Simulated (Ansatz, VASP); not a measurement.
# Ti9Al44O84 (glassy 29TiO2-71Al2O3 (mol %)): VASP beside Ansatz, part 2 of 2

One calculation is typed for both programs; each brings its own data sets. How far apart do they land? Of the first pair: The structure shown is the start of the Ansatz relaxation below; VASP solves that cell, so the two are compared at the walk's first step.

VASP 6.6.1 and Ansatz 0.2.0.

So far. Step 3 (VASP: single point, LDA, start cell, pair 1): The run ends at a pressure of -0.97 GPa, with forces up to 0.40 eV/Å.

**6. VASP: single point, LDA, relaxed cell, pair 2**

Level of this step: LDA, no spin polarisation; plane waves and PAW (Ti_sv, Al, O) (VASP).

The same cell, functional (in two slightly different forms) and mesh now go to VASP, with its own data sets.

Contents of INCAR:

```
SYSTEM = Ti9Al44O84
PREC = Accurate
ENCUT = 600
EDIFF = 1E-06
NELM = 120
ISMEAR = 0
SIGMA = 0.01
LREAL = Auto
ALGO = Normal
GGA = CA
NBANDS = 467
LASPH = .TRUE.
LORBIT = 11
LWAVE = .FALSE.
LCHARG = .FALSE.
ISIF = 2
GGA_COMPAT = .FALSE.
EFERMI = MIDGAP
```

Contents of POSCAR:

```
Ti9Al44O84
1.0
   11.4715000000      0.1088700000      0.0837100000
    0.1099600000     11.2128900000     -0.0061300000
    0.0845500000     -0.0061300000     11.6825900000
Ti Al O
9 44 84
Direct
    0.4454900000      0.7909500000      0.4061100000
    0.3378300000      0.5180900000      0.8282600000
    0.1451800000      0.7576100000      0.4406700000
    0.7945300000      0.4211400000      0.5569700000
    0.2602800000      0.3515500000      0.0629400000
    0.8255300000      0.7226500000      0.5186300000
    0.3442700000      0.1112700000      0.1732000000
    0.4559900000      0.5062300000      0.3371500000
    0.0066200000      0.9504400000      0.2110100000
    0.4189700000      0.6143600000      0.0562100000
    0.9876500000      0.1734300000      0.6196400000
    0.8123100000      0.5811400000      0.1982100000
    0.9254800000      0.5251600000      0.7810500000
    0.7351700000      0.0589200000      0.1627400000
    0.7285900000      0.7394800000      0.7888800000
    0.1465900000      0.7362200000      0.9271300000
    0.6067600000      0.4701600000      0.1292500000
    0.7402100000      0.5093400000      0.9363000000
    0.2063600000      0.5721200000      0.2214400000
    0.7504200000      0.9610200000      0.9376100000
    0.6573400000      0.7496500000      0.0488600000
    0.6110400000      0.1359100000      0.6086400000
    0.5091000000      0.9590800000      0.0532500000
    0.6494300000      0.9804200000      0.4229800000
    0.4422200000      0.7869900000      0.8890400000
    0.3514500000      0.7455500000      0.6454200000
    0.2459000000      0.9274000000      0.8249200000
    0.5148100000      0.2999700000      0.4666800000
    0.0014500000      0.5260200000      0.0554100000
    0.1523000000      0.0478600000      0.3970100000
[... 101 atom lines left out ...]
    0.4209400000      0.6350000000      0.9046700000
    0.0051800000      0.6127500000      0.6962600000
    0.1478300000      0.3631900000      0.5084300000
    0.5770400000      0.7729000000      0.7760000000
    0.3163000000      0.0722700000      0.8525400000
    0.3696900000      0.2929100000      0.1617000000
```

Contents of KPOINTS:

```
Automatic mesh
0
Gamma
1 1 1
0 0 0
```

PAW data sets: Ti_sv, Al and O (LDA family, release 64).

Started as:

```
> export OMP_NUM_THREADS=3
> mpirun -np 1 vasp_gam
```

Numbers of over 12 decimals in the logs are rounded to 6 here.

The program printed:

```text
[... set-up lines as in an earlier step ...]
 entering main loop
       N       E                     dE             d eps       ncg     rms          rms(c)
DAV:   1     0.959957968507E+04    0.95996E+04   -0.46050E+05   942   0.188E+03
DAV:   2     0.104247405489E+03   -0.94953E+04   -0.89428E+04  1078   0.481E+02
DAV:   3    -0.125378302298E+04   -0.13580E+04   -0.13359E+04  1065   0.193E+02
DAV:   4    -0.133830391342E+04   -0.84521E+02   -0.84176E+02  1308   0.489E+01
[...]
DAV:  18    -0.114588970209E+04    0.32872E-05   -0.25409E-05  1356   0.153E-02    0.104E-02
DAV:  19    -0.114588970088E+04    0.12090E-05   -0.13535E-05  1364   0.102E-02    0.653E-03
DAV:  20    -0.114588970018E+04    0.70668E-06   -0.27623E-06   748   0.465E-03
   1 F= -.11458897E+04 E0= -.11458897E+04  d E =0.000000E+00
```

Parts of OUTCAR (step 6):

```text
  Total       -9.2677156     -1.8589527     -1.0842729      0.4267136     -0.2558885     -0.3850318
  in kB       -9.8825699     -1.9822824     -1.1562075      0.4550233     -0.2728651     -0.4105762
  external PRESSURE =      -4.3403533 kB  Pullay stress =       0.0000000 kB

 POSITION                                       TOTAL-FORCE (eV/Angst)
[...]
10.74749      5.40814      5.33238        -0.025445      0.045611      0.016472
      5.44413      5.17004      5.80524        -0.018072      0.006437      0.013168
     11.11340      6.20907      2.55635         0.076917     -0.029082     -0.007352
      5.84954      1.40496      0.81111        -0.014403      0.018832      0.031123
      1.31728     10.11433      4.61856        -0.068695      0.100652     -0.053494
     10.68425      9.49118      3.13751        -0.074721     -0.163209      0.069699
      8.22942      0.31437      6.61221         0.003094     -0.008180     -0.045305
      8.96347      6.66297      6.62521        -0.099180     -0.127056      0.068139
     10.23116      0.54379      1.57014        -0.013703      0.017380     -0.020663
      8.20039     11.04761      9.30226        -0.003394      0.018319      0.017512
      8.04961      4.21075     10.28830        -0.055189      0.007109      0.031651
      2.66673      5.23884      8.29595         0.018468      0.019811      0.003667
      5.89695     10.59960      4.54634        -0.006177      0.080229     -0.016251
      7.26910      6.55402      0.25779        -0.049325      0.072979      0.003203
[...]
-----------------------------------------------------------------------------------
    total drift:                               -0.003212      0.056520     -0.019259

  FREE ENERGIE OF THE ION-ELECTRON SYSTEM (eV)
  ---------------------------------------------------
  free  energy   TOTEN  =     -1145.8897001763 eV

  energy  without entropy=    -1145.8897001763  energy(sigma->0) =    -1145.88970018

[... 1 part as in an earlier step ...]

[... 2 further parts left out ...]
[key lines of the parts left out:]
E-fermi :   4.9180
```

The run ends at a pressure of -0.43 GPa, with forces up to 0.19 eV/Å.

**7. Differences**

What differs besides the data sets and the points named for the pairs above, as far as they apply: the cutoff is 420 eV in Ansatz and 600 eV in VASP (PREC = Accurate, projectors in real space). Total energies have different zeros and are not compared.

Compared:

```
              quantity  Ansatz   VASP  difference
        pressure (GPa)   -1.13  -0.43       -0.69
gap on the k mesh (eV)   2.945  2.922      +0.024
```

Forces on 7 of the 137 atoms, those with the largest forces and the largest differences (eV/Å; atoms numbered as in POSCAR):

```
atom         Ansatz x, y, z           VASP x, y, z
 Ti1  -0.008, 0.000, -0.006   0.055, 0.025, -0.177
 Ti6   0.002, 0.002, -0.009   0.041, 0.164, -0.008
 Ti7   0.026, 0.005, -0.020   0.067, 0.009, -0.148
 O66   0.004, -0.003, 0.007    0.102, 0.022, 0.149
 O78    0.002, 0.002, 0.003  -0.075, -0.163, 0.070
 O80  -0.002, -0.008, 0.000  -0.099, -0.127, 0.068
O130  -0.009, -0.010, 0.032  -0.066, -0.024, 0.140
```

The forces differ by 41 meV/Å r.m.s., where the r.m.s. force is 0.006 eV/Å in Ansatz and 0.041 eV/Å in VASP: the atoms lie near their places of rest in Ansatz, so a percentage would say little (all taken over all components). A gap on the mesh is an upper bound, since the band edges may lie between its points.

**8. Summary of results**

```json
{"r.m.s. force difference (single point, LDA, start cell, pair 1)": "40 meV/Å", "r.m.s. force difference (single point, LDA, relaxed cell, pair 2)": "41 meV/Å", "difference in pressure (single point, LDA, relaxed cell, pair 2)": "-0.69 GPa"}
```

In words: The r.m.s. force difference is 41 meV/Å (single point, LDA, relaxed cell, pair 2), beyond the 12 meV/Å picked in this series as the mark of a large difference. What causes the difference of the single point, LDA, start cell, pair 1 pair stays open here. What causes the difference of the single point, LDA, relaxed cell, pair 2 pair stays open here. Such differences can come from data sets, numerical settings and the points named under the comparisons, not from the functional's error against experiment.

[Lines on the potential files, build, host, timing and source positions are cut from VASP's logs without a mark.]

[Logs are printed without paths, hosts, clocks, repeated set-up lines and the standing remarks that a program may print on its own settings, such as how far it seeks lower states.]

[Hosts, paths, dates, database ids (printed as entryN), source tags and the programs' standing remarks are cut or masked in the printed files.]
